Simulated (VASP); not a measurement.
These are r2SCAN meta-GGA, VASP's PBE PAW potentials (set 64) (plane waves; VASP) values and carry that method's errors.

Input for VASP

INCAR:
```
# general
SYSTEM =Y
PREC   =Accurate
ENCUT  =400   # plane-wave cut-off (eV)
LREAL  =.FALSE.   # projection in real space or not
LASPH  =.TRUE.   # aspherical one-centre terms

# electronic loop
EDIFF  =1E-6
NELM   =100   # most electronic steps
ALGO   =Normal   # blocked Davidson
LMAXMIX=4
LMIXTAU=.TRUE.

# smearing
ISMEAR =1   # Methfessel-Paxton
SIGMA  =0.1   # width (eV)

# functional
METAGGA=R2SCAN

# ions
IBRION =2   # conjugate gradients
NSW    =60
ISIF   =3
EDIFFG =-0.01

# output
LWAVE  =.FALSE.
LCHARG =.FALSE.
```

POSCAR:
```
Y
1
    1.8250000000    -3.1609930000     0.0000000000
    1.8250000000     3.1609930000     0.0000000000
    0.0000000000     0.0000000000     5.7300000000
Y
2
Direct
  0.3333330000   0.6666670000   0.2500000000
  0.6666670000   0.3333330000   0.7500000000
```

**KPOINTS**
```
kpoints
0
G
 10 10 6
```

POTCAR, in this order: Y_sv (PBE.64 set). Program: vasp_std.

What VASP printed:

OUTCAR:
```
 ion  position               nearest neighbor table
   1  0.333  0.667  0.250-   2 3.56   2 3.56   2 3.56   2 3.56   2 3.56   2 3.56
   2  0.667  0.333  0.750-   1 3.56   1 3.56   1 3.56   1 3.56   1 3.56   1 3.56
  LATTYP: Found a hexagonal cell.
 ALAT       =     3.6500002392
 C/A-ratio  =     1.5698629108
 Subroutine PRICEL returns:
 Original cell was already a primitive cell.
 Subroutine GETGRP returns: Found 24 space group operations
The static configuration has the point symmetry D_3d.
 The point group associated with its full space group is D_6h.
The dynamic configuration has the point symmetry D_3d.
 Subroutine INISYM returns: Found 24 space group operations
 Subroutine IBZKPT returns following result:
 Found     56 irreducible k-points:

 Following reciprocal coordinates:
            Coordinates               Weight
  0.000000  0.000000  0.000000      1.000000
  0.100000 -0.000000  0.000000      6.000000
  0.200000 -0.000000  0.000000      6.000000
  0.300000 -0.000000  0.000000      6.000000
  0.400000 -0.000000  0.000000      6.000000
  0.500000  0.000000  0.000000      3.000000
  0.100000  0.100000  0.000000      6.000000
  0.200000  0.100000  0.000000     12.000000
  0.300000  0.100000  0.000000     12.000000
  0.400000  0.100000  0.000000     12.000000
  0.200000  0.200000  0.000000      6.000000
  0.300000  0.200000  0.000000     12.000000
  0.400000  0.200000  0.000000      6.000000
  0.300000  0.300000  0.000000      6.000000
  0.000000  0.000000  0.166667      2.000000
  0.100000 -0.000000  0.166667     12.000000
  0.200000 -0.000000  0.166667     12.000000
  0.300000 -0.000000  0.166667     12.000000
  0.400000 -0.000000  0.166667     12.000000
  0.500000  0.000000  0.166667      6.000000
  0.100000  0.100000  0.166667     12.000000
  0.200000  0.100000  0.166667     24.000000
  0.300000  0.100000  0.166667     24.000000
  0.400000  0.100000  0.166667     24.000000
  0.200000  0.200000  0.166667     12.000000
  0.300000  0.200000  0.166667     24.000000
  0.400000  0.200000  0.166667     12.000000
  0.300000  0.300000  0.166667     12.000000
  0.000000  0.000000  0.333333      2.000000
  0.100000 -0.000000  0.333333     12.000000
  0.200000 -0.000000  0.333333     12.000000
  0.300000 -0.000000  0.333333     12.000000
  0.400000 -0.000000  0.333333     12.000000
  0.500000  0.000000  0.333333      6.000000
  0.100000  0.100000  0.333333     12.000000
  0.200000  0.100000  0.333333     24.000000
  0.300000  0.100000  0.333333     24.000000
  0.400000  0.100000  0.333333     24.000000
  0.200000  0.200000  0.333333     12.000000
  0.300000  0.200000  0.333333     24.000000
   k-points           NKPTS =     56   k-points in BZ     NKDIM =     56   number of bands    NBANDS=     15
   number of dos      NEDOS =    301   number of ions     NIONS =      2
   total plane-waves  NPLWV =  23040
   dimension x,y,z NGX =    24 NGY =   24 NGZ =   40
   dimension x,y,z NGXF=    48 NGYF=   48 NGZF=   80
   ions per type =               2
   PREC   = accura    normal or accurate (medium, high low for compatibility)
   ISTART =      0    job   : 0-new  1-cont  2-samecut
   ICHARG =      2    charge: 1-file 2-atom 10-const
   ISPIN  =      1    spin polarized calculation?
   LNONCOLLINEAR =      F non collinear calculations
   LSORBIT =      F    spin-orbit coupling
   INIWAV =      1    electr: 0-lowe 1-rand  2-diag
   ENCUT  =  400.0 eV  29.40 Ry    5.42 a.u.   5.95  5.95  9.34*2*pi/ulx,y,z
   NELM   =    100;   NELMIN=  2; NELMDL= -5     # of ELM steps
   EDIFF  = 0.1E-05   stopping-criterion for ELM
   LREAL  =      F    real-space projection
...
```

File OSZICAR:
```
       N       E                     dE             d eps       ncg     rms          rms(c)
DAV:   1     0.456389249268E+02    0.45639E+02   -0.10594E+04  1696   0.119E+03
DAV:   2    -0.392574165190E+02   -0.84896E+02   -0.84104E+02  2137   0.259E+02
DAV:   3    -0.477750548057E+02   -0.85176E+01   -0.84488E+01  3225   0.462E+01
DAV:   4    -0.479578909965E+02   -0.18284E+00   -0.18283E+00  1850   0.804E+00
DAV:   5    -0.479644106715E+02   -0.65197E-02   -0.65197E-02  2394   0.110E+00    0.311E+01
DAV:   6    -0.422727268146E+02    0.56917E+01   -0.93741E+00  2096   0.150E+01    0.218E+01
DAV:   7    -0.402390749861E+02    0.20337E+01   -0.48971E+00  2919   0.117E+01    0.361E+00
DAV:   8    -0.394705013771E+02    0.76857E+00   -0.24675E+00  2887   0.106E+01    0.565E+00
DAV:   9    -0.402240035886E+02   -0.75350E+00   -0.14737E+00  1680   0.979E+00    0.460E+00
DAV:  10    -0.405255082452E+02   -0.30150E+00   -0.10605E-01  1764   0.330E+00    0.346E-01
DAV:  11    -0.405449171838E+02   -0.19409E-01   -0.68238E-02  1996   0.217E+00    0.952E-01
DAV:  12    -0.405327127214E+02    0.12204E-01   -0.10563E-02  1708   0.113E+00    0.336E-01
DAV:  13    -0.405421551377E+02   -0.94424E-02   -0.10482E-02  1701   0.980E-01    0.443E-01
DAV:  14    -0.405389451395E+02    0.32100E-02   -0.20135E-03  1736   0.422E-01    0.148E-01
DAV:  15    -0.405405278999E+02   -0.15828E-02   -0.66460E-04  2093   0.221E-01    0.614E-02
DAV:  16    -0.405408073819E+02   -0.27948E-03   -0.68851E-05  1911   0.949E-02    0.429E-02
DAV:  17    -0.405410548068E+02   -0.24742E-03   -0.25478E-04  1798   0.142E-01    0.227E-02
DAV:  18    -0.405409351433E+02    0.11966E-03   -0.31523E-05  1904   0.489E-02    0.148E-02
DAV:  19    -0.405409710825E+02   -0.35939E-04   -0.10501E-05  1799   0.315E-02    0.126E-02
DAV:  20    -0.405409673307E+02    0.37518E-05   -0.18925E-06  1288   0.117E-02    0.100E-02
DAV:  21    -0.405409747340E+02   -0.74034E-05   -0.40113E-07   896   0.571E-03    0.527E-03
DAV:  22    -0.405409687290E+02    0.60050E-05   -0.21083E-07   882   0.476E-03    0.721E-04
DAV:  23    -0.405409703465E+02   -0.16175E-05   -0.46570E-08   875   0.204E-03    0.114E-03
DAV:  24    -0.405409696698E+02    0.67668E-06   -0.15384E-08   861   0.110E-03
   1 F= -.40540970E+02 E0= -.40541471E+02  d E =-.405410E+02
       N       E                     dE             d eps       ncg     rms          rms(c)
DAV:   1    -0.405773997828E+02   -0.36429E-01   -0.12794E+00  1904   0.904E+00    0.126E+00
DAV:   2    -0.405500705422E+02    0.27329E-01   -0.91039E-02  1833   0.227E+00    0.641E-01
DAV:   3    -0.405439044728E+02    0.61661E-02   -0.57584E-02  2401   0.152E+00    0.399E-01
DAV:   4    -0.405439260546E+02   -0.21582E-04   -0.51899E-03  2220   0.507E-01    0.283E-01
DAV:   5    -0.405448112777E+02   -0.88522E-03   -0.12581E-03  1736   0.315E-01    0.110E-01
DAV:   6    -0.405450735425E+02   -0.26226E-03   -0.11566E-03  1736   0.320E-01    0.352E-02
DAV:   7    -0.405449837462E+02    0.89796E-04   -0.75756E-04  2687   0.219E-01    0.521E-02
DAV:   8    -0.405449222953E+02    0.61451E-04   -0.10889E-04  1736   0.105E-01    0.331E-02
DAV:   9    -0.405450105680E+02   -0.88273E-04   -0.78392E-05  1712   0.861E-02    0.121E-02
DAV:  10    -0.405450034675E+02    0.71005E-05   -0.68248E-06  1831   0.254E-02    0.452E-03
DAV:  11    -0.405450074533E+02   -0.39858E-05   -0.78543E-07   917   0.859E-03    0.199E-03
DAV:  12    -0.405450058688E+02    0.15845E-05   -0.38218E-07   840   0.559E-03    0.105E-03
DAV:  13    -0.405450065043E+02   -0.63552E-06   -0.16201E-07   840   0.392E-03
   2 F= -.40545007E+02 E0= -.40545518E+02  d E =-.403683E-02
       N       E                     dE             d eps       ncg     rms          rms(c)
DAV:   1    -0.405452874612E+02   -0.28159E-03   -0.10127E-02  1883   0.807E-01    0.111E-01
DAV:   2    -0.405450831875E+02    0.20427E-03   -0.70724E-04  1833   0.201E-01    0.565E-02
DAV:   3    -0.405450255307E+02    0.57657E-04   -0.43052E-04  2427   0.134E-01    0.342E-02
DAV:   4    -0.405450284292E+02   -0.28986E-05   -0.42037E-05  2187   0.457E-02    0.242E-02
DAV:   5    -0.405450319966E+02   -0.35674E-05   -0.97300E-06  1743   0.273E-02    0.935E-03
DAV:   6    -0.405450371386E+02   -0.51420E-05   -0.84753E-06  1617   0.276E-02    0.299E-03
DAV:   7    -0.405450317683E+02    0.53704E-05   -0.52440E-06  1799   0.181E-02    0.422E-03
DAV:   8    -0.405450312182E+02    0.55010E-06   -0.76746E-07   847   0.859E-03
   3 F= -.40545031E+02 E0= -.40545542E+02  d E =-.406155E-02
       N       E                     dE             d eps       ncg     rms          rms(c)
DAV:   1    -0.405487325628E+02   -0.37008E-02   -0.12949E-01  1792   0.292E+00    0.380E-01
DAV:   2    -0.405462039054E+02    0.25287E-02   -0.11982E-02  1936   0.781E-01    0.243E-01
DAV:   3    -0.405453136598E+02    0.89025E-03   -0.74639E-03  2809   0.558E-01    0.132E-01
DAV:   4    -0.405452110372E+02    0.10262E-03   -0.10198E-03  1883   0.261E-01    0.971E-02
DAV:   5    -0.405449795498E+02    0.23149E-03   -0.17073E-03  1680   0.378E-01    0.806E-02
DAV:   6    -0.405453342430E+02   -0.35469E-03   -0.55260E-04  1680   0.211E-01    0.363E-02
DAV:   7    -0.405453548209E+02   -0.20578E-04   -0.77674E-05  2226   0.725E-02    0.270E-02
DAV:   8    -0.405453937389E+02   -0.38918E-04   -0.12796E-04  1680   0.119E-01    0.163E-02
DAV:   9    -0.405453582638E+02    0.35475E-04   -0.26592E-05  1680   0.574E-02    0.103E-02
DAV:  10    -0.405453701737E+02   -0.11910E-04   -0.19677E-06  1302   0.130E-02    0.968E-03
DAV:  11    -0.405453618075E+02    0.83662E-05   -0.42108E-06  1246   0.178E-02    0.145E-03
DAV:  12    -0.405453697790E+02   -0.79715E-05   -0.42633E-07   840   0.753E-03    0.103E-03
DAV:  13    -0.405453678496E+02    0.19293E-05   -0.10191E-07   840   0.255E-03    0.973E-04
DAV:  14    -0.405453678860E+02   -0.36351E-07   -0.47252E-08   840   0.194E-03
   4 F= -.40545368E+02 E0= -.40545918E+02  d E =-.336668E-03
```

**OUTCAR**
```
------------------------ aborting loop because EDIFF is reached ----------------------------------------
  FORCE on cell =-STRESS in cart. coord.  units (eV):
  Direction    XX          YY          ZZ          XY          YZ          ZX
  --------------------------------------------------------------------------------------
  Total       -0.0024432     -0.0024432     -0.0015835      0.0000000      0.0000000      0.0000000
  in kB       -0.0586770     -0.0586771     -0.0380308      0.0000000      0.0000000      0.0000000
  external PRESSURE =      -0.0517950 kB  Pullay stress =       0.0000000 kB
  volume of cell :       66.71
      direct lattice vectors                 reciprocal lattice vectors
     1.842095378 -3.190603071  0.000000000     0.271430028 -0.156710186 -0.000000000
     1.842095378  3.190603071 -0.000000000     0.271430028  0.156710186  0.000000000
     0.000000000 -0.000000000  5.675246432     0.000000000  0.000000000  0.176203802
 POSITION                                       TOTAL-FORCE (eV/Angst)
 -----------------------------------------------------------------------------------
      1.84210      1.06354      1.41881         0.000000      0.000000      0.000000
      1.84210     -1.06354      4.25643        -0.000000     -0.000000      0.000000
 -----------------------------------------------------------------------------------
    total drift:                                0.000000      0.000515     -0.000010
  FREE ENERGIE OF THE ION-ELECTRON SYSTEM (eV)
  ---------------------------------------------------
  free  energy   TOTEN  =       -40.5453678860 eV

  energy  without entropy=      -40.5470190381  energy(sigma->0) =      -40.54591827

 reached required accuracy - stopping structural energy minimisation
```
(Selected blocks of OUTCAR.)

**CONTCAR**
```
Y
   1.00000000000000
     1.8420953777336047   -3.1906030705578354    0.0000000000000000
     1.8420953777336047    3.1906030705578354   -0.0000000000000000
     0.0000000000000000   -0.0000000000000000    5.6752464320720657
  Y
     2
Direct
     0.3333330000000032    0.6666669999999968    0.2500000000000000
     0.6666669999999968    0.3333330000000032    0.7500000000000000
```

OUTCAR:
```
 val. band max:        2.9204989952   @ k =   0.2000   0.1000   0.3333

 cond. band min:       2.9453851054   @ k =   0.3000   0.3000   0.5000


 Fermi energy:         2.9380403433

 k-point     1 :       0.0000    0.0000    0.0000
  band No.  band energies     occupation
      1     -41.2578      2.00000
      2     -41.1778      2.00000
      3     -20.8955      2.00000
      4     -20.4083      2.00000
      5     -20.4083      2.00000
      6     -20.3131      2.00000
      7     -20.3131      2.00000
      8     -20.2798      2.00000
      9      -1.9329      2.00000
     10       1.1168      2.00000
     11       3.7869     -0.00000
     12       4.9029     -0.00000
     13       4.9029     -0.00000
     14       5.3930      0.00000
     15       5.5939      0.00000

 k-point     2 :       0.1000   -0.0000    0.0000
  band No.  band energies     occupation
      1     -41.2529      2.00000
      2     -41.1764      2.00000
      3     -20.8776      2.00000
      4     -20.4418      2.00000
      5     -20.4202      2.00000
      6     -20.3485      2.00000
      7     -20.3169      2.00000
      8     -20.2888      2.00000
      9      -1.7200      2.00000
     10       1.3075      2.00000
     11       3.5921     -0.00000
     12       4.4212     -0.00000
     13       5.1013      0.00000
     14       5.3575      0.00000
     15       5.7273      0.00000

 k-point     3 :       0.2000   -0.0000    0.0000
  band No.  band energies     occupation
      1     -41.2396      2.00000
      2     -41.1732      2.00000
      3     -20.8274      2.00000
      4     -20.5304      2.00000
      5     -20.4499      2.00000
      6     -20.4380      2.00000
      7     -20.3281      2.00000
      8     -20.3157      2.00000
      9      -1.1197      2.00000
     10       1.7805      2.00000
     11       3.1372     -0.01641
     12       3.6969     -0.00000
     13       4.9048     -0.00000
     14       5.2306      0.00000
     15       5.3368      0.00000
...
```

The compound is Y in the hcp structure. This run relaxes it. Symmetry was kept, so distortions that lower it aren't found.
